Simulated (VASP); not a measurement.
Here is the system:

```yaml
crystal:
  lattice:
    - [0.00000, 3.38000, 3.38000]
    - [3.38000, 0.00000, 3.38000]
    - [3.38000, 3.38000, 0.00000]
  atoms:
    - { symbol: Mg, position: [0.25000, 0.25000, 0.25000] }
    - { symbol: Mg, position: [0.75000, 0.75000, 0.75000] }
    - { symbol: Sn, position: [0.00000, 0.00000, 0.00000] }
```

All values below come from PBE GGA, VASP's PBE PAW potentials (set 64) (plane waves; VASP 6.6.1). Run with 400 eV cut-off, 6×6×6 Γ-centred mesh, Fermi-Dirac smearing of 0.10 eV, potentials Mg Sn_d.

Unless said otherwise, spin-orbit coupling is left out, though it shifts the bands of the heavy elements here.

Problem. What does the run give for the energy per atom (σ→0), band gap (on the k-mesh) with the smallest direct gap where there is one?

Solution. 
The band gap (on the k-mesh) is none (metal, semimetal or under 0.01 eV) and the energy per atom (σ→0) is -2.467 eV/atom.

Only differences to runs with the same potentials and settings are physical.

The compound is Mg2Sn in the antifluorite structure. The cell was not relaxed at this level. The run is one of a series of settings (ISMEAR = -1, SIGMA = 0.1 against the base run), some of them coarse on purpose.
